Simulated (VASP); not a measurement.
# PrC (F-43m) in VASP: single point with PBE

Aim: the single point of PrC with PBE.

Everything below comes from runs of VASP 6.6.1. Logs are shortened: lines on timing, memory, paths and dates and some standing lists are left out, and cuts for length are marked.

## 1. The structure

Symmetry: F-43m, No. 216, cubic system. The conventional cell has a = 5.319 Å, b = 5.319 Å, c = 5.319 Å, α = 90.00°, β = 90.00°, γ = 90.00°. Pr (site symmetry -43m) has 4 C at 2.30 Å as nearest neighbours. C (site symmetry -43m) has 4 Pr at 2.30 Å as nearest neighbours.

The cell comes from a database or a generator and needn't be the stable form of this composition.

## 2. Single point, PBE, collinear spin, typed start

INCAR reads:

```
SYSTEM = PrC
PREC = Accurate
ENCUT = 520
EDIFF = 1E-6
ISMEAR = 0
SIGMA = 0.05
LREAL = .False.
LASPH = .True.
NELM = 150
ALGO = Fast
ISIF = 2
LWAVE = .False.
LCHARG = .False.
ISPIN = 2
MAGMOM = 1 0
LORBIT = 11
LMAXMIX = 6
GGA = PE
NBANDS = 20
```

KPOINTS reads:

```
regular mesh
0
Gamma
  12 12 12
  0 0 0
```

POSCAR reads:

```
PrC
1.0
    0.0000000000      2.6592753399      2.6592753399
    2.6592753399      0.0000000000      2.6592753399
    2.6592753399      2.6592753399      0.0000000000
Pr C
1 1
Direct
    0.0000000000      0.0000000000      0.0000000000
    0.2500000000      0.2500000000      0.2500000000
```

Potentials or basis: VASP PAW PBE potentials, release 64 (Pr, C).

Command:

```
cat potpaw_PBE.64/Pr/POTCAR potpaw_PBE.64/C/POTCAR > POTCAR
mpirun -np 1 vasp_std > vasp.out
```

OUTCAR:

```text
SYSTEM = PrC
   PREC = Accurate
   ENCUT = 520
   EDIFF = 1E-6
   ISMEAR = 0
   LREAL = .False.
   LASPH = .True.
   NELM = 150
   ISIF = 2
   ISPIN = 2
   LORBIT = 11
   GGA = PE

 ion  position               nearest neighbor table
   1  0.000  0.000  0.000-   2 2.30   2 2.30   2 2.30   2 2.30
   2  0.250  0.250  0.250-   1 2.30   1 2.30   1 2.30   1 2.30

  LATTYP: Found a face centered cubic cell.
 ALAT       =     5.3185506798

  Lattice vectors:

 A1 = (   0.0000000000,   2.6592753399,   2.6592753399)
 A2 = (   2.6592753399,   0.0000000000,   2.6592753399)
 A3 = (   2.6592753399,   2.6592753399,   0.0000000000)

Analysis of symmetry for initial positions (statically):
=====================================================================
 Subroutine PRICEL returns:
 Original cell was already a primitive cell.

 Routine SETGRP: Setting up the symmetry group for a
 face centered cubic supercell.

 Subroutine GETGRP returns: Found 24 space group operations
 (whereof 24 operations were pure point group operations)
 out of a pool of 48 trial point group operations.

The static configuration has the point symmetry T_d .

Analysis of symmetry for dynamics (positions and initial velocities):
=====================================================================
 Subroutine PRICEL returns:
 Original cell was already a primitive cell.

 Routine SETGRP: Setting up the symmetry group for a
 face centered cubic supercell.

 Subroutine GETGRP returns: Found 24 space group operations
 (whereof 24 operations were pure point group operations)
 out of a pool of 48 trial point group operations.

The dynamic configuration has the point symmetry T_d .

Analysis of structural, dynamic, and magnetic symmetry:
=====================================================================
 Subroutine PRICEL returns:
 Original cell was already a primitive cell.

 Routine SETGRP: Setting up the symmetry group for a
 face centered cubic supercell.

 Subroutine GETGRP returns: Found 24 space group operations
 (whereof 24 operations were pure point group operations)
 out of a pool of 48 trial point group operations.

The overall configuration has the point symmetry T_d .

 Subroutine INISYM returns: Found 24 space group operations
 (whereof 24 operations are pure point group operations),
 and found     1 'primitive' translations

----------------------------------------------------------------------------------------

                                     Primitive cell

  volume of cell :      37.6114

  direct lattice vectors                    reciprocal lattice vectors
     0.000000000  2.659275340  2.659275340    -0.188021147  0.188021147  0.188021147
     2.659275340  0.000000000  2.659275340     0.188021147 -0.188021147  0.188021147
     2.659275340  2.659275340  0.000000000     0.188021147  0.188021147 -0.188021147

  length of vectors
     3.760783252  3.760783252  3.760783252     0.325662180  0.325662180  0.325662180

  position of ions in fractional coordinates (direct lattice)
     0.000000000  0.000000000  0.000000000
     0.250000000  0.250000000  0.250000000

  ion indices of the primitive-cell ions
   primitive index   ion index
                 1           1
                 2           2

----------------------------------------------------------------------------------------

 KPOINTS: regular mesh

Automatic generation of k-mesh.
 Grid dimensions read from file:
 generate k-points for:   12   12   12

 Generating k-lattice:

  Cartesian coordinates                     Fractional coordinates (reciprocal lattice)
    -0.015668429  0.015668429  0.015668429     0.083333333  0.000000000  0.000000000
     0.015668429 -0.015668429  0.015668429     0.000000000  0.083333333  0.000000000
     0.015668429  0.015668429 -0.015668429     0.000000000  0.000000000  0.083333333

  Length of vectors
     0.027138515  0.027138515  0.027138515

  Shift w.r.t. Gamma in fractional coordinates (k-lattice)
     0.000000000  0.000000000  0.000000000

 Subroutine IBZKPT returns following result:
 ===========================================

 Found     72 irreducible k-points:

 Following reciprocal coordinates:
            Coordinates               Weight
  0.000000  0.000000  0.000000      1.000000
  0.083333  0.000000  0.000000      8.000000
  0.166667  0.000000  0.000000      8.000000
  0.250000  0.000000  0.000000      8.000000
  0.333333  0.000000  0.000000      8.000000
  0.416667  0.000000  0.000000      8.000000
[... 16 lines left out ...]
  0.500000  0.166667  0.000000     24.000000
 -0.416667  0.166667  0.000000     24.000000
 [... further k-points ...]
   k-points           NKPTS =     72   k-points in BZ     NKDIM =     72   number of bands    NBANDS=     20
   number of dos      NEDOS =    301   number of ions     NIONS =      2
   total plane-waves  NPLWV =  21952
   dimension x,y,z NGX =    28 NGY =   28 NGZ =   28
   dimension x,y,z NGXF=    56 NGYF=   56 NGZF=   56
   ions per type =               1   1
   NGX,Y,Z   is equivalent  to a cutoff of  12.38, 12.38, 12.38 a.u.
   NGXF,Y,Z  is equivalent  to a cutoff of  24.75, 24.75, 24.75 a.u.
 SYSTEM =  PrC
   PREC   = accura    normal or accurate (medium, high low for compatibility)
   ISTART =      0    job   : 0-new  1-cont  2-samecut
   ICHARG =      2    charge: 1-file 2-atom 10-const
   ISPIN  =      2    spin polarized calculation?
   LNONCOLLINEAR =      F non collinear calculations
   LSORBIT =      F    spin-orbit coupling
   LASPH  =      T    aspherical Exc in radial PAW
   ENCUT  =  520.0 eV  38.22 Ry    6.18 a.u.   6.99  6.99  6.99*2*pi/ulx,y,z
   NELM   =    150;   NELMIN=  2; NELMDL= -5     # of ELM steps
   EDIFF  = 0.1E-05   stopping-criterion for ELM
   LREAL  =      F    real-space projection
   EDIFFG = 0.1E-04   stopping-criterion for IOM
   NSW    =      0    number of steps for IOM
   IBRION =     -1    ionic relax: 0-MD 1-quasi-New 2-CG
   NFREE  =      0    steps in history (QN), initial steepest desc. (CG)
   ISIF   =      2    stress and relaxation
   ISYM   =      2    0-nonsym 1-usesym 2-fastsym
   POTIM  = 0.5000    time-step for ionic-motion
   TEBEG  =    0.0;   TEEND  =   0.0 temperature during run
   PSTRESS=    0.0 pullay stress
   NELECT =      17.0000    total number of electrons
   NUPDOWN=      -1.0000    fix difference up-down
   EMIN   =  10.00;   EMAX   =-10.00  energy-range for DOS
   EFERMI =   0.00;   METHOD = LEGACY
   ISMEAR =     0;   SIGMA  =   0.05  broadening in eV -4-tet -1-fermi 0-gaus
   EFERMI_NEDOS =   21; number of points for ismear=-14 and -15
   IALGO  =     68    algorithm
   IMIX   =      4    mixing-type and parameters
     AMIX     =   0.40;   BMIX     =  1.00
     AMIX_MAG =   1.60;   BMIX_MAG =  1.00
  volume/ion in A,a.u.               =      18.81       126.91
  Fermi-wavevector in a.u.,A,eV,Ry     =   1.256371  2.374197 21.476355  1.578468
  Thomas-Fermi vector in A             =   2.390082
   LORBIT       =     11    0 simple, 1 ext, 2 COOP (PROOUT), +10 PAW based schemes
   GGA     = PE    functional components
   LHFCALC =     F    Hartree Fock is set to
   AEXX    =    0.0000 exact exchange contribution
   IVDW    =     0    specifies the selected vdW correction
   LEPSILON=     F    determine dielectric tensor
   LRPA    =     F    only Hartree local field effects (RPA)
 spin polarized calculation
 RMM-DIIS sequential band-by-band and
 Gauss-broadening in eV      SIGMA  =   0.05
  energy-cutoff  :      520.00
  volume of cell :       37.61
 maximum number of plane-waves:      1036
   NGX = 13   NGY = 13   NGZ = 13

 number of electron      16.9999998 magnetization       1.0001245

 Free energy of the ion-electron system (eV)
  ---------------------------------------------------
  ext. energy  EPLUGINS =         0.00000000
  ---------------------------------------------------
  free energy    TOTEN  =       -14.06223669 eV

  energy without entropy =      -14.05385633  energy(sigma->0) =      -14.05804651

 E-fermi :   5.8572     XC(G=0): -10.5944

 val. band max:        5.8530550277   @ k =  -0.3333   0.3333   0.1667
 cond. band min:       5.8583595711   @ k =  -0.3333   0.3333   0.0833
 fundamental gap:      0.0053045434
 Fermi energy:         5.8571868835

 spin component 1

 k-point     1 :       0.0000    0.0000    0.0000
  band No.  band energies     occupation
      1     -29.4091      1.00000
      2     -10.8880      1.00000
      3     -10.8880      1.00000
      4     -10.8880      1.00000
      5      -3.0227      1.00000
      6       3.6619      1.00000
[... 12 lines left out ...]
     19      15.0496      0.00000
     20      15.0496      0.00000
[... 507 lines left out ...]
 k-point    24 :      -0.4167    0.1667    0.0000
  band No.  band energies     occupation
      1     -29.2539      1.00000
      2     -12.2264      1.00000
      3     -11.3428      1.00000
      4     -11.1242      1.00000
      5      -1.6528      1.00000
      6       4.1746      1.00000
[... 12 lines left out ...]
     19      14.2415      0.00000
     20      14.9078      0.00000

 [... further k-points ...]

 spin component 2

 k-point     1 :       0.0000    0.0000    0.0000
  band No.  band energies     occupation
      1     -28.9025      1.00000
      2     -10.5077      1.00000
      3     -10.5077      1.00000
      4     -10.5077      1.00000
      5      -3.1557      1.00000
      6       3.6387      1.00000
[... 12 lines left out ...]
     19      15.2134      0.00000
     20      15.2134      0.00000
[... 507 lines left out ...]
 k-point    24 :      -0.4167    0.1667    0.0000
  band No.  band energies     occupation
      1     -28.7385      1.00000
      2     -11.9288      1.00000
      3     -10.9856      1.00000
      4     -10.7560      1.00000
      5      -1.7627      1.00000
      6       4.1800      1.00000
[... 12 lines left out ...]
     19      14.4420      0.00000
     20      15.0661      0.00000

 [... further k-points ...]

------------------------ aborting loop because EDIFF is reached ----------------------------------------

  FORCE on cell =-STRESS in cart. coord.  units (eV):
  Direction    XX          YY          ZZ          XY          YZ          ZX
  --------------------------------------------------------------------------------------
  -------------------------------------------------------------------------------------
  Total        1.6890304      1.6890304      1.6890304      0.0000000      0.0000000     -0.0000000
  in kB       71.9495566     71.9495566     71.9495566      0.0000000      0.0000000     -0.0000000
  external PRESSURE =      71.9495566 kB  Pullay stress =       0.0000000 kB

 VOLUME and BASIS-vectors are now :
 -----------------------------------------------------------------------------
  energy-cutoff  :      520.00
  volume of cell :       37.61
      direct lattice vectors                 reciprocal lattice vectors
     0.000000000  2.659275340  2.659275340    -0.188021147  0.188021147  0.188021147
     2.659275340  0.000000000  2.659275340     0.188021147 -0.188021147  0.188021147
     2.659275340  2.659275340  0.000000000     0.188021147  0.188021147 -0.188021147

 POSITION                                       TOTAL-FORCE (eV/Angst)
 -----------------------------------------------------------------------------------
      0.00000      0.00000      0.00000         0.000000      0.000000     -0.000000
      1.32964      1.32964      1.32964        -0.000000     -0.000000      0.000000
 -----------------------------------------------------------------------------------
    total drift:                               -0.000000     -0.000000     -0.000000

  FREE ENERGIE OF THE ION-ELECTRON SYSTEM (eV)
  ---------------------------------------------------
  free  energy   TOTEN  =       -14.0622366948 eV

  energy  without entropy=      -14.0538563341  energy(sigma->0) =      -14.05804651

 total charge

# of ion       s       p       d       f       tot
--------------------------------------------------
    1        1.973   5.319   0.827   1.915  10.034
    2        0.941   1.432   0.000   0.000   2.372
--------------------------------------------------
tot          2.914   6.751   0.827   1.915  12.406

 magnetization (x)

# of ion       s       p       d       f       tot
--------------------------------------------------
    1       -0.007  -0.028   0.000   1.084   1.050
    2       -0.007  -0.098   0.000   0.000  -0.105
--------------------------------------------------
tot         -0.014  -0.126   0.000   1.084   0.945
```

It took 3.4 min on 1 thread of Intel Xeon 6975P-C (Granite Rapids), shared host; peak memory 0.25 GiB.

What came out:

```
Free energy                                           : -14.0622 eV
Pressure                                              : 7.2 GPa
Band gap on the k mesh                                : none (metal or under the smearing width)
Net moment                                            : 1.00 μB per cell
Site moments                                          : Pr +1.05; C -0.10 μB
Valence electrons inside the program's atomic spheres : Pr 10.03; C 2.37
```

Caveat: the magnetic or orbital state may not be the lowest; spin-orbit coupling is left out, which moves the levels of the heavy elements; without U or exact exchange the open f shell lies at the Fermi level, which spoils levels, moments and volumes.
